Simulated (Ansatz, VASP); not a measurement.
# Cross-check of NiS2 (Vaesite) between VASP and Ansatz, part 3 of 3

One calculation is typed for both programs; each brings its own data sets. How far apart do they land? The cell is taken from a series of runs on this material, whose earlier steps may have relaxed, scaled, displaced or heated it; both programs get it as it stands.

VASP 6.6.1 and Ansatz 0.2.0.

So far: Set-up; Ansatz: zone-centre phonons, LDA; VASP: zone-centre phonons, LDA.

**3. VASP: zone-centre phonons, LDA (continued)**

Level of this step: LDA, no spin polarisation; plane waves and PAW (Ni, S) (VASP).

Numbers of over 12 decimals in the logs are rounded to 6 here.

OUTCAR, selected parts (step 3):

```text
ion  position               nearest neighbor table
   1  0.000  0.000  0.000-   6 2.32   7 2.32   8 2.32  10 2.32  11 2.32  12 2.32
   2  0.500  0.000  0.500-   5 2.32   7 2.32   8 2.32   9 2.32  11 2.32  12 2.32
   3  0.500  0.500  0.000-   5 2.32   6 2.32   8 2.32   9 2.32  10 2.32  12 2.32
   4  0.000  0.500  0.500-   5 2.32   6 2.32   7 2.32   9 2.32  10 2.32  11 2.32
   5  0.391  0.391  0.391-   9 2.08   3 2.32   4 2.32   2 2.32
   6  0.109  0.609  0.891-  10 2.08   3 2.32   4 2.32   1 2.32
   7  0.891  0.109  0.609-  11 2.08   2 2.32   4 2.32   1 2.32
   8  0.609  0.891  0.109-  12 2.08   2 2.32   3 2.32   1 2.32
   9  0.609  0.609  0.609-   5 2.08   3 2.32   4 2.32   2 2.32
  10  0.891  0.391  0.109-   6 2.08   3 2.32   4 2.32   1 2.32
  11  0.109  0.891  0.391-   7 2.08   2 2.32   4 2.32   1 2.32
  12  0.391  0.109  0.891-   8 2.08   2 2.32   3 2.32   1 2.32

  LATTYP: Found a simple cubic cell.
 ALAT       =     5.5145086443

 Subroutine GETGRP returns: Found 24 space group operations
 (whereof  6 operations were pure point group operations)

The static configuration has the point symmetry S_6 .
 The point group associated with its full space group is T_h .

 Found     11 irreducible k-points:

   k-points           NKPTS =     11   k-points in BZ     NKDIM =     11   number of bands    NBANDS=     56

   dimension x,y,z NGX =    48 NGY =   48 NGZ =   48
   dimension x,y,z NGXF=    96 NGYF=   96 NGZF=   96

   ENCUT  =  600.0 eV  44.10 Ry    6.64 a.u.  11.01 11.01 11.01*2*pi/ulx,y,z

   NELECT =      88.0000    total number of electrons

 k-points in reciprocal lattice and weights: Automatic mesh
   0.00000000  0.00000000  0.00000000       0.016
   0.25000000  0.00000000  0.00000000       0.094
   0.50000000  0.00000000  0.00000000       0.047
   0.25000000  0.25000000  0.00000000       0.188
   0.50000000  0.25000000  0.00000000       0.094
  -0.25000000  0.50000000  0.00000000       0.094
   0.50000000  0.50000000  0.00000000       0.047
   0.25000000  0.25000000  0.25000000       0.125
   0.50000000  0.25000000  0.25000000       0.188
   0.50000000  0.50000000  0.25000000       0.094
   0.50000000  0.50000000  0.50000000       0.016

 average (electrostatic) potential at core
       1 -82.9018       2 -82.9018       3 -82.9018       4 -82.9018       5 -84.7572
       6 -84.7572       7 -84.7572       8 -84.7572       9 -84.7572      10 -84.7572
      11 -84.7572      12 -84.7572

  Total       -3.2636925     -3.2636925     -3.2636925     -0.0000000      0.0000000      0.0000000
  in kB      -31.1816689    -31.1816689    -31.1816689     -0.0000000      0.0000000      0.0000000
  external PRESSURE =     -31.1816689 kB  Pullay stress =       0.0000000 kB

  energy-cutoff  :      600.00
  volume of cell :      167.70
      direct lattice vectors                 reciprocal lattice vectors
     5.514508644  0.000000000  0.000000000     0.181339819  0.000000000  0.000000000
     0.000000000  5.514508644  0.000000000     0.000000000  0.181339819  0.000000000
     0.000000000  0.000000000  5.514508644     0.000000000  0.000000000  0.181339819

 POSITION                                       TOTAL-FORCE (eV/Angst)
 -----------------------------------------------------------------------------------
[...]
Eigenvectors and eigenvalues of the dynamical matrix
 ----------------------------------------------------

   1 f  =   11.671604 THz    73.334849 2PiTHz  389.322795 cm-1    48.269853 meV
             X         Y         Z           dx          dy          dz
      0.000000  0.000000  0.000000    -0.000000   -0.000000    0.000000
      2.757254  0.000000  2.757254    -0.000000    0.000000    0.000000
      2.757254  2.757254  0.000000     0.000000   -0.000000   -0.000000
      0.000000  2.757254  2.757254    -0.000000   -0.000000    0.000000
      2.156714  2.156714  2.156714    -0.333866   -0.340234   -0.334046
      0.600540  3.357794  4.913969    -0.186206   -0.196921    0.176991
      4.913969  0.600540  3.357794     0.123313   -0.142276   -0.141915
      3.357794  4.913969  0.600540    -0.024347    0.001038   -0.015140
      3.357794  3.357794  3.357794     0.333866    0.340234    0.334046
      4.913969  2.156714  0.600540     0.186206    0.196921   -0.176991
      0.600540  4.913969  2.156714    -0.123313    0.142276    0.141915
      2.156714  0.600540  4.913969     0.024347   -0.001038    0.015140

   2 f  =   11.671604 THz    73.334849 2PiTHz  389.322795 cm-1    48.269853 meV
             X         Y         Z           dx          dy          dz
      0.000000  0.000000  0.000000     0.000000   -0.000000   -0.000000
      2.757254  0.000000  2.757254     0.000000   -0.000000    0.000000
      2.757254  2.757254  0.000000    -0.000000    0.000000   -0.000000
      0.000000  2.757254  2.757254    -0.000000   -0.000000    0.000000
      2.156714  2.156714  2.156714    -0.014860   -0.021378   -0.037618
      0.600540  3.357794  4.913969     0.273191    0.258194   -0.268760
      4.913969  0.600540  3.357794     0.312123   -0.300859   -0.308872
      3.357794  4.913969  0.600540     0.024071   -0.021286    0.002494
      3.357794  3.357794  3.357794     0.014860    0.021378    0.037618
      4.913969  2.156714  0.600540    -0.273191   -0.258194    0.268760
      0.600540  4.913969  2.156714    -0.312123    0.300859    0.308872
      2.156714  0.600540  4.913969    -0.024071    0.021286   -0.002494

   3 f  =   11.671604 THz    73.334849 2PiTHz  389.322795 cm-1    48.269853 meV
             X         Y         Z           dx          dy          dz
      0.000000  0.000000  0.000000     0.000000    0.000000    0.000000
      2.757254  0.000000  2.757254    -0.000000   -0.000000    0.000000
      2.757254  2.757254  0.000000     0.000000   -0.000000    0.000000
      0.000000  2.757254  2.757254    -0.000000    0.000000    0.000000
      2.156714  2.156714  2.156714    -0.115381   -0.093722   -0.109536
      0.600540  3.357794  4.913969     0.125275    0.139850   -0.146431
      4.913969  0.600540  3.357794    -0.111236    0.119339    0.097253
      3.357794  4.913969  0.600540    -0.351892    0.352910   -0.353220
      3.357794  3.357794  3.357794     0.115381    0.093722    0.109536
      4.913969  2.156714  0.600540    -0.125275   -0.139850    0.146431
      0.600540  4.913969  2.156714     0.111236   -0.119339   -0.097253
      2.156714  0.600540  4.913969     0.351892   -0.352910    0.353220

   4 f  =   10.886444 THz    68.401546 2PiTHz  363.132691 cm-1    45.022695 meV
             X         Y         Z           dx          dy          dz
      0.000000  0.000000  0.000000    -0.000000    0.000000   -0.000000
      2.757254  0.000000  2.757254     0.000000   -0.000000   -0.000000
      2.757254  2.757254  0.000000     0.000000    0.000000   -0.000000
      0.000000  2.757254  2.757254     0.000000    0.000000   -0.000000
      2.156714  2.156714  2.156714    -0.204124   -0.204124   -0.204124
      0.600540  3.357794  4.913969     0.204124    0.204124   -0.204124
      4.913969  0.600540  3.357794    -0.204124    0.204124    0.204124
      3.357794  4.913969  0.600540     0.204124   -0.204124    0.204124
      3.357794  3.357794  3.357794     0.204124    0.204124    0.204124
      4.913969  2.156714  0.600540    -0.204124   -0.204124    0.204124
      0.600540  4.913969  2.156714     0.204124   -0.204124   -0.204124
      2.156714  0.600540  4.913969    -0.204124    0.204124   -0.204124

   5 f  =    9.626981 THz    60.488108 2PiTHz  321.121531 cm-1    39.813978 meV
             X         Y         Z           dx          dy          dz
      0.000000  0.000000  0.000000     0.000000    0.000000   -0.000000
      2.757254  0.000000  2.757254     0.000000    0.000000   -0.000000
      2.757254  2.757254  0.000000    -0.000000    0.000000   -0.000000
      0.000000  2.757254  2.757254     0.000000   -0.000000   -0.000000
      2.156714  2.156714  2.156714    -0.149962    0.261809   -0.128608
      0.600540  3.357794  4.913969    -0.066106    0.123996    0.081692
      4.913969  0.600540  3.357794     0.296709   -0.000482    0.302456
      3.357794  4.913969  0.600540     0.212854   -0.138295   -0.349372
      3.357794  3.357794  3.357794     0.149962   -0.261809    0.128608
      4.913969  2.156714  0.600540     0.066106   -0.123996   -0.081692
      0.600540  4.913969  2.156714    -0.296709    0.000482   -0.302456
      2.156714  0.600540  4.913969    -0.212854    0.138295    0.349372

   6 f  =    9.626981 THz    60.488108 2PiTHz  321.121531 cm-1    39.813978 meV
             X         Y         Z           dx          dy          dz
      0.000000  0.000000  0.000000    -0.000000   -0.000000    0.000000
      2.757254  0.000000  2.757254     0.000000    0.000000    0.000000
      2.757254  2.757254  0.000000     0.000000   -0.000000   -0.000000
      0.000000  2.757254  2.757254    -0.000000    0.000000    0.000000
      2.156714  2.156714  2.156714     0.036843    0.216541   -0.236259
      0.600540  3.357794  4.913969     0.322611   -0.253106    0.076376
      4.913969  0.600540  3.357794     0.003483    0.144465   -0.117805
      3.357794  4.913969  0.600540    -0.282286   -0.325183   -0.042078
      3.357794  3.357794  3.357794    -0.036843   -0.216541    0.236259
      4.913969  2.156714  0.600540    -0.322611    0.253106   -0.076376
      0.600540  4.913969  2.156714    -0.003483   -0.144465    0.117805
      2.156714  0.600540  4.913969     0.282286    0.325183    0.042078

   7 f  =    9.626981 THz    60.488108 2PiTHz  321.121531 cm-1    39.813978 meV
             X         Y         Z           dx          dy          dz
      0.000000  0.000000  0.000000    -0.000000    0.000000   -0.000000
      2.757254  0.000000  2.757254     0.000000   -0.000000    0.000000
      2.757254  2.757254  0.000000    -0.000000    0.000000   -0.000000
      0.000000  2.757254  2.757254     0.000000    0.000000   -0.000000
      2.156714  2.156714  2.156714    -0.318047    0.097806    0.229438
      0.600540  3.357794  4.913969    -0.128654   -0.213453   -0.335400
      4.913969  0.600540  3.357794     0.192227    0.322691   -0.140152
      3.357794  4.913969  0.600540     0.002834    0.011433    0.034190
      3.357794  3.357794  3.357794     0.318047   -0.097806   -0.229438
      4.913969  2.156714  0.600540     0.128654    0.213453    0.335400
      0.600540  4.913969  2.156714    -0.192227   -0.322691    0.140152
      2.156714  0.600540  4.913969    -0.002834   -0.011433   -0.034190

   8 f  =    8.629490 THz    54.220685 2PiTHz  287.848803 cm-1    35.688687 meV
             X         Y         Z           dx          dy          dz
      0.000000  0.000000  0.000000    -0.023748    0.092050   -0.043738
      2.757254  0.000000  2.757254    -0.094402    0.006324   -0.074406
      2.757254  2.757254  0.000000    -0.058873    0.042640   -0.103689
      0.000000  2.757254  2.757254     0.011781   -0.043086   -0.014455
      2.156714  2.156714  2.156714    -0.252147   -0.152482    0.181434
      0.600540  3.357794  4.913969     0.269936   -0.246181   -0.100468
      4.913969  0.600540  3.357794     0.308769    0.212625    0.115908
      3.357794  4.913969  0.600540    -0.213314    0.118926   -0.034941
      3.357794  3.357794  3.357794    -0.252147   -0.152482    0.181434
    [... 421 further lines ...]
      0.600540  4.913969  2.156714    -0.047860    0.061228    0.240594
      2.156714  0.600540  4.913969    -0.048418    0.062533    0.240999

 ELASTIC MODULI CONTR FROM IONIC RELAXATION (kBar)
 Direction    XX          YY          ZZ          XY          YZ          ZX
 --------------------------------------------------------------------------------
 XX        -166.7023    -43.1114    -43.1114      0.0000     -0.0000      0.0000
 YY         -43.1114   -166.7023    -43.1114      0.0000      0.0000     -0.0000
 ZZ         -43.1114    -43.1114   -166.7023      0.0000     -0.0000     -0.0000
 XY           0.0000     -0.0000      0.0000    -24.2537      0.0000     -0.0000
 YZ          -0.0000      0.0000     -0.0000      0.0000    -24.2537     -0.0000
 ZX           0.0000     -0.0000     -0.0000     -0.0000     -0.0000    -24.2537
 --------------------------------------------------------------------------------
```

This run has no spin polarisation, so a moment on Ni, if there is one, isn't seen. The k-mesh is coarse for a metal.

**4. Comparison**

Known differences besides the potentials themselves: the two LDA forms differ slightly; the data sets hold 120 valence electrons in Ansatz (on its PAW soft_1 files) and 88 in VASP; the cutoff is 260 eV in Ansatz and 600 eV in VASP; VASP's log shows a relativistic correction to its local exchange, Ansatz's none; Ansatz's log warns that its cutoff lies below the recommended one. Total energies have different zeros and are not compared.

Zone-centre modes by rising frequency (cm⁻¹; imaginary ones negative):

```csv
program,modes
Ansatz,"0.0, 0.0, 0.0, 128.1, 128.1, 128.1, 145.1, 145.1, 145.1, 158.8, 158.8, 158.8, 201.3, 201.3, 201.3, 214.7, 214.7, 214.7, 234.7, 234.7, 234.7, 235.6, 240.4, 240.4, 247.3, 247.3, 284.8, 284.8, 284.8, 313.4, 313.4, 313.4, 376.0, 390.0, 390.0, 390.0"
VASP,"-1.8, -1.8, -1.8, 125.5, 125.5, 125.5, 142.7, 143.7, 143.7, 154.5, 154.5, 154.5, 206.1, 206.1, 206.1, 217.3, 217.3, 217.3, 239.2, 242.5, 242.5, 242.5, 244.6, 244.6, 254.0, 254.0, 287.8, 287.8, 287.8, 321.1, 321.1, 321.1, 363.1, 389.3, 389.3, 389.3"
```

The two lists differ in the order or number of single and degenerate modes, so they aren't paired one by one; the r.m.s. figure in the results sets the two lists side by side in order.

**5. Summary of results**

```yaml
r_m_s_difference_of_the_optical_zone_centre_modes_each_program_s_sorted_by_frequency_zone_centre_phonons_lda: 5.1 cm⁻¹
```

In words: The r.m.s. difference of the optical zone-centre modes, each program's sorted by frequency is 5.1 cm⁻¹ (zone-centre phonons, LDA). The data sets hold unlike numbers of valence electrons (120 in Ansatz and 88 in VASP), so part of the differences comes from the potentials. Such differences can come from data sets, numerical settings and the points named under the comparisons, not from the functional's error against experiment.

[Lines on the potential files, build, host, timing and source positions are cut from VASP's logs without a mark.]

[Logs are printed without paths, hosts, clocks, repeated set-up lines and the standing remarks that a program may print on its own settings, such as how far it seeks lower states.]

[Hosts, paths, dates, database ids (printed as entryN), source tags and the programs' standing remarks are cut or masked in the printed files.]
